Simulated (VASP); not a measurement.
Data:

```xyz
1
Lattice="0.0000 1.7375 1.7375 1.7375 0.0000 1.7375 1.7375 1.7375 0.0000" Properties=species:S:1:pos:R:3 pbc="T T T"
Ni     0.0000     0.0000     0.0000
```
Starting moments (μB, in the order of the record's atoms Ni): 0.6.

These are PBE GGA with D3 dispersion (zero damping), VASP's PBE PAW potentials (set 64) (plane waves; VASP 6.6.1) values and carry that method's errors. Settings: 520 eV cut-off, Gaussian smearing of 0.050 eV, potentials Ni.

Give the spin-up energies of bands 1 to 6 at the high-symmetry points, in eV from the Fermi level.

| band | Γ | X | U | L | W |
|---|---|---|---|---|---|
| 1 | -9.27 | -4.87 | -4.15 | -5.04 | -3.94 |
| 2 | -2.53 | -4.39 | -3.88 | -2.51 | -3.20 |
| 3 | -2.53 | -0.54 | -2.19 | -2.51 | -3.20 |
| 4 | -2.53 | -0.45 | -1.12 | -0.59 | -1.36 |
| 5 | -1.28 | -0.45 | -0.72 | -0.59 | -0.45 |
| 6 | -1.28 | 2.46 | 5.87 | -0.37 | 7.94 |

Give the spin-down energies of bands 1 to 6 at the high-symmetry points, in eV from the Fermi level.

```csv
band,Γ,X,U,L,W
1,-9.31,-4.54,-3.75,-4.62,-3.58
2,-1.79,-3.79,-3.36,-1.91,-2.61
3,-1.79,0.05,-1.59,-1.91,-2.61
4,-1.79,0.39,-0.56,-0.43,-0.82
5,-0.72,0.39,0.11,0.15,0.40
6,-0.72,2.42,6.08,0.15,8.12
```

It has no gap at this level: it comes out as a metal or semimetal.

The compound is Ni in the fcc structure. It was relaxed first.
